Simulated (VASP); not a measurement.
OSZICAR of a VASP run on HoRu₃C (space group Pm-3m):

### OSZICAR
```
...
DAV:  23    -0.474627315976E+02    0.24424E-02   -0.55162E-04  5982   0.224E-01    0.212E+01
DAV:  24    -0.474194649851E+02    0.43267E-01   -0.27559E-02  4706   0.439E+00    0.152E+01
DAV:  25    -0.474040377904E+02    0.15427E-01   -0.13392E-02  5528   0.247E+00    0.129E+01
DAV:  26    -0.473979592105E+02    0.60786E-02   -0.34564E-03  5704   0.144E+00    0.122E+01
DAV:  27    -0.473931459169E+02    0.48133E-02   -0.36740E-03  5196   0.149E+00    0.114E+01
DAV:  28    -0.473899546114E+02    0.31913E-02   -0.35577E-03  5026   0.157E+00    0.115E+01
DAV:  29    -0.473904699935E+02   -0.51538E-03   -0.62535E-04  5336   0.200E-01    0.120E+01
DAV:  30    -0.473902356264E+02    0.23437E-03   -0.17800E-04  5714   0.386E-01    0.123E+01
DAV:  31    -0.473906295717E+02   -0.39395E-03   -0.75329E-04  5164   0.543E-01    0.134E+01
DAV:  32    -0.473914424651E+02   -0.81289E-03   -0.51079E-04  5518   0.265E-01    0.145E+01
DAV:  33    -0.473912724321E+02    0.17003E-03   -0.96575E-05  5526   0.179E-01    0.140E+01
DAV:  34    -0.473910362320E+02    0.23620E-03   -0.41965E-05  4742   0.104E-01    0.135E+01
DAV:  35    -0.473903018841E+02    0.73435E-03   -0.61723E-04  5032   0.347E-01    0.946E+00
DAV:  36    -0.473900031629E+02    0.29872E-03   -0.68276E-04  5726   0.266E-01    0.633E+00
DAV:  37    -0.473898098272E+02    0.19334E-03   -0.26750E-04  5524   0.199E-01    0.467E+00
DAV:  38    -0.473894861523E+02    0.32367E-03   -0.40023E-04  4862   0.530E-01    0.239E+00
DAV:  39    -0.473893601142E+02    0.12604E-03   -0.19424E-04  5518   0.369E-01    0.151E+00
DAV:  40    -0.473893463722E+02    0.13742E-04   -0.47078E-05  5320   0.127E-01    0.670E-01
DAV:  41    -0.473893412010E+02    0.51712E-05   -0.22970E-05  3954   0.144E-01    0.209E-01
DAV:  42    -0.473893464091E+02   -0.52082E-05   -0.81084E-06  3340   0.467E-02    0.199E-01
DAV:  43    -0.473893426026E+02    0.38066E-05   -0.34973E-06  3582   0.220E-02    0.105E-01
DAV:  44    -0.473893422130E+02    0.38957E-06   -0.20690E-06  2424   0.184E-02
   1 F= -.47389342E+02 E0= -.47353378E+02  d E =-.473893E+02  mag=     4.3401
       N       E                     dE             d eps       ncg     rms          rms(c)
DAV:   1    -0.904904563155E+02   -0.43101E+02   -0.37120E+02  4484   0.393E+02    0.486E+02
DAV:   2    -0.613550321947E+03   -0.52306E+03   -0.49644E+03  5732   0.332E+02    0.427E+02
DAV:   3    -0.133189806658E+03    0.48036E+03   -0.35982E+03  5274   0.132E+02    0.933E+02
DAV:   4    -0.159331392578E+03   -0.26142E+02   -0.13900E+03  6050   0.176E+02    0.339E+02
DAV:   5    -0.903319164887E+02    0.68999E+02   -0.17094E+03  5230   0.174E+02    0.164E+03
DAV:   6    -0.365465284064E+02    0.53785E+02   -0.41591E+02  5128   0.131E+02    0.605E+02
DAV:   7    -0.458917335201E+02   -0.93452E+01   -0.74256E+01  5190   0.517E+01    0.813E+02
DAV:   8    -0.476005547459E+02   -0.17088E+01   -0.17363E+01  6192   0.486E+01    0.564E+02
DAV:   9    -0.471669071318E+02    0.43365E+00   -0.23092E+00  6046   0.295E+01    0.530E+02
DAV:  10    -0.469506019254E+02    0.21631E+00   -0.37756E-01  5974   0.668E+00    0.438E+02
DAV:  11    -0.467732623817E+02    0.17734E+00   -0.19340E+00  5518   0.187E+01    0.120E+02
DAV:  12    -0.465468956677E+02    0.22637E+00   -0.17589E+00  4638   0.563E+01    0.487E+01
DAV:  13    -0.467125252067E+02   -0.16563E+00   -0.38323E+00  4194   0.464E+01    0.633E+01
DAV:  14    -0.472035835113E+02   -0.49106E+00   -0.48187E-01  5520   0.301E+01    0.963E+01
DAV:  15    -0.472857161195E+02   -0.82133E-01   -0.24867E-01  5932   0.699E+00    0.637E+01
DAV:  16    -0.470941127229E+02    0.19160E+00   -0.45759E-01  5164   0.180E+01    0.564E+01
DAV:  17    -0.471002844647E+02   -0.61717E-02   -0.61020E-02  5568   0.695E+00    0.466E+01
DAV:  18    -0.471181509665E+02   -0.17867E-01   -0.45226E-02  6112   0.350E+00    0.893E+00
DAV:  19    -0.471146353696E+02    0.35156E-02   -0.88032E-03  5984   0.224E+00    0.608E+00
DAV:  20    -0.471117486863E+02    0.28867E-02   -0.67019E-03  5896   0.188E+00    0.108E+01
DAV:  21    -0.471118316136E+02   -0.82927E-04   -0.22874E-03  6220   0.653E-01    0.313E+00
DAV:  22    -0.471121678085E+02   -0.33619E-03   -0.59658E-04  6088   0.323E-01    0.132E+00
DAV:  23    -0.471119408590E+02    0.22695E-03   -0.44852E-04  5544   0.658E-01    0.190E+00
DAV:  24    -0.471120023535E+02   -0.61494E-04   -0.14724E-04  5568   0.318E-01    0.973E-01
DAV:  25    -0.471120942915E+02   -0.91938E-04   -0.48557E-05  4420   0.245E-01    0.482E-01
DAV:  26    -0.471120198998E+02    0.74392E-04   -0.56463E-05  5196   0.206E-01    0.438E-01
DAV:  27    -0.471119977805E+02    0.22119E-04   -0.18315E-05  3924   0.175E-01    0.331E-01
DAV:  28    -0.471119885282E+02    0.92523E-05   -0.18099E-05  3896   0.151E-01    0.170E-01
DAV:  29    -0.471119915642E+02   -0.30360E-05   -0.85309E-06  3324   0.108E-01    0.169E-01
DAV:  30    -0.471119891015E+02    0.24627E-05   -0.49761E-06  2502   0.101E-01    0.169E-01
DAV:  31    -0.471119889844E+02    0.11704E-06   -0.52908E-06  2458   0.117E-01
   2 F= -.47111989E+02 E0= -.47073579E+02  d E =0.277353E+00  mag=    -4.2753
       N       E                     dE             d eps       ncg     rms          rms(c)
DAV:   1    -0.685031660237E+02   -0.21391E+02   -0.17792E+02  4532   0.244E+02    0.322E+02
DAV:   2    -0.258497132171E+03   -0.18999E+03   -0.83063E+02  4658   0.877E+02    0.429E+03
DAV:   3    -0.319260318341E+03   -0.60763E+02   -0.20152E+02  4672   0.720E+01    0.507E+03
DAV:   4    -0.311246640950E+03    0.80137E+01   -0.21175E+01  4420   0.350E+01    0.530E+03
DAV:   5    -0.306514705605E+03    0.47319E+01   -0.17530E+00  4490   0.628E+00    0.537E+03
DAV:   6    -0.297038838632E+03    0.94759E+01   -0.47672E-01  4990   0.371E+00    0.532E+03
DAV:   7    -0.255160232979E+03    0.41879E+02   -0.68788E+00  4444   0.222E+01    0.397E+03
DAV:   8    -0.129907196101E+03    0.12525E+03   -0.97097E+01  4974   0.544E+01    0.110E+03
DAV:   9    -0.445955480774E+02    0.85312E+02   -0.12268E+02  5290   0.860E+01    0.287E+02
DAV:  10    -0.488135174421E+02   -0.42180E+01   -0.32227E+01  5562   0.762E+01    0.369E+02
DAV:  11    -0.480770188915E+02    0.73650E+00   -0.17184E+01  5488   0.775E+01    0.254E+02
DAV:  12    -0.481329866343E+02   -0.55968E-01   -0.48369E+00  4980   0.617E+01    0.219E+02
DAV:  13    -0.487776628724E+02   -0.64468E+00   -0.11483E+01  4804   0.754E+01    0.224E+02
DAV:  14    -0.477089863192E+02    0.10687E+01   -0.66577E-01  5918   0.168E+01    0.225E+02
DAV:  15    -0.481390124175E+02   -0.43003E+00   -0.38738E-01  6186   0.125E+01    0.218E+02
DAV:  16    -0.476731823927E+02    0.46583E+00   -0.31267E-01  5204   0.152E+01    0.217E+02
DAV:  17    -0.476065726728E+02    0.66610E-01   -0.38927E-02  6176   0.267E+00    0.215E+02
DAV:  18    -0.475031086784E+02    0.10346E+00   -0.14895E-01  4952   0.374E+00    0.189E+02
DAV:  19    -0.474437697808E+02    0.59339E-01   -0.79118E-02  5642   0.382E+00    0.169E+02
DAV:  20    -0.474628617190E+02   -0.19092E-01   -0.60881E-02  5418   0.350E+00    0.135E+02
DAV:  21    -0.475011038860E+02   -0.38242E-01   -0.47317E-02  6300   0.332E+00    0.785E+01
DAV:  22    -0.475111713018E+02   -0.10067E-01   -0.12956E-02  5538   0.187E+00    0.549E+01
DAV:  23    -0.475072766305E+02    0.38947E-02   -0.20292E-02  4934   0.271E+00    0.434E+01
DAV:  24    -0.474789317485E+02    0.28345E-01   -0.67420E-02  4850   0.364E+00    0.337E+01
DAV:  25    -0.474790460693E+02   -0.11432E-03   -0.14007E-02  5878   0.195E+00    0.269E+01
DAV:  26    -0.474808382102E+02   -0.17921E-02   -0.35384E-03  5428   0.164E+00    0.216E+01
DAV:  27    -0.474815900369E+02   -0.75183E-03   -0.95518E-04  6112   0.359E-01    0.182E+01
DAV:  28    -0.474809177556E+02    0.67228E-03   -0.15680E-04  5642   0.405E-01    0.166E+01
DAV:  29    -0.474798262315E+02    0.10915E-02   -0.59959E-04  4720   0.668E-01    0.139E+01
DAV:  30    -0.474797266101E+02    0.99621E-04   -0.12690E-04  5672   0.184E-01    0.113E+01
DAV:  31    -0.474797535332E+02   -0.26923E-04   -0.45282E-05  5208   0.128E-01    0.786E+00
DAV:  32    -0.474792320271E+02    0.52151E-03   -0.24208E-04  4706   0.517E-01    0.430E+00
DAV:  33    -0.474789752176E+02    0.25681E-03   -0.24389E-04  4744   0.406E-01    0.217E+00
DAV:  34    -0.474789643197E+02    0.10898E-04   -0.33028E-05  5450   0.109E-01    0.969E-01
DAV:  35    -0.474789023614E+02    0.61958E-04   -0.51762E-05  4150   0.217E-01    0.477E-01
DAV:  36    -0.474788901922E+02    0.12169E-04   -0.43986E-05  4032   0.173E-01    0.437E-01
DAV:  37    -0.474788916953E+02   -0.15030E-05   -0.70668E-06  3774   0.362E-02    0.263E-01
DAV:  38    -0.474788914859E+02    0.20937E-06   -0.90412E-07  2174   0.116E-02
   3 F= -.47478891E+02 E0= -.47441959E+02  d E =-.895493E-01  mag=    -4.3172
       N       E                     dE             d eps       ncg     rms          rms(c)
DAV:   1    -0.474891608645E+02   -0.10269E-01   -0.63392E-02  4446   0.474E+00    0.387E+00
DAV:   2    -0.497489111764E+02   -0.22598E+01   -0.67037E+00  4186   0.629E+01    0.534E+01
DAV:   3    -0.474560280583E+02    0.22929E+01   -0.43492E+00  4228   0.579E+01    0.951E+00
DAV:   4    -0.474728093633E+02   -0.16781E-01   -0.10705E-01  5284   0.583E+00    0.142E+00
DAV:   5    -0.474784026944E+02   -0.55933E-02   -0.13680E-02  5870   0.249E+00    0.108E+00
DAV:   6    -0.474786157928E+02   -0.21310E-03   -0.26932E-03  6094   0.793E-01    0.204E-01
DAV:   7    -0.474791013864E+02   -0.48559E-03   -0.11193E-03  5594   0.490E-01    0.407E-01
DAV:   8    -0.474789942277E+02    0.10716E-03   -0.11277E-04  6292   0.281E-01    0.247E-01
DAV:   9    -0.474789517441E+02    0.42484E-04   -0.13933E-04  5722   0.240E-01    0.881E-02
DAV:  10    -0.474789581215E+02   -0.63774E-05   -0.29299E-05  6196   0.831E-02    0.124E-01
DAV:  11    -0.474789558987E+02    0.22228E-05   -0.57054E-06  3468   0.184E-02    0.965E-02
DAV:  12    -0.474789568238E+02   -0.92516E-06   -0.48403E-07  1850   0.133E-02
   4 F= -.47478957E+02 E0= -.47442063E+02  d E =-.896146E-01  mag=    -4.3182
```

Question: Which electronic solver shows in the log?

Answer: It is blocked Davidson (ALGO = Normal, or the opening steps of other solvers). The INCAR had ALGO = Normal.

Question: How was spin treated?

Answer: Collinear spin (ISPIN = 2): the summary line carries one mag value, -4.32 μB in the cell.

Question: Can the final energy be trusted as converged?

Answer: The run converged. It stopped with EDIFF = 1E-6, NELM = 100, NSW = 50 and EDIFFG = -0.01 after 4 ionic steps (PBEsol GGA, plane waves, VASP's PBE PAW potentials (set 64)). At this cut-off the stress carries a Pulay error, which pulls relaxed volumes low. Energy and stress use the plane-wave basis of the starting cell. The run has a spin-polarised start.

The structure comes from a computed database's HoRu3C entry; how it stands against other phases isn't given here. This run relaxes it. Symmetry was kept, so distortions that lower it aren't found. The run is one of a series of settings (EDIFFG = -0.01, IBRION = 2, ISIF = 3, NSW = 50 against the base run), some of them coarse on purpose.
